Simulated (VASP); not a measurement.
A run of VASP 6.6.1 is set up as follows.

File INCAR:

```
SYSTEM = Sn
PREC = Accurate
ENCUT = 300
EDIFF = 1E-7
ISMEAR = 0
SIGMA = 0.02
LREAL = .False.
LASPH = .True.
NELM = 80
ALGO = Normal
ISIF = 2
LWAVE = .False.
LCHARG = .False.
GGA = PE
```

The input KPOINTS:

```
regular mesh
0
Gamma
  6 6 6
  0 0 0
```

POSCAR

```
Sn
1.0
    0.0000000000      3.2333428000      3.2333428000
    3.2333428000      0.0000000000      3.2333428000
    3.2333428000      3.2333428000      0.0000000000
Sn
2
Direct
    0.0000000000      0.0000000000      0.0000000000
    0.2500000000      0.2500000000      0.2500000000
```

Potentials or basis: VASP PAW PBE potentials, release 64 (Sn_d).

Launch:

```bash
$ cat potpaw_PBE.64/Sn_d/POTCAR > POTCAR
$ mpirun -np 1 vasp_std > vasp.out
```

Question: Predict the pressure.

Answer: 3.5 GPa.

Question: What does it give for the band gap on the k mesh?

Answer: None (metal or under the smearing width).
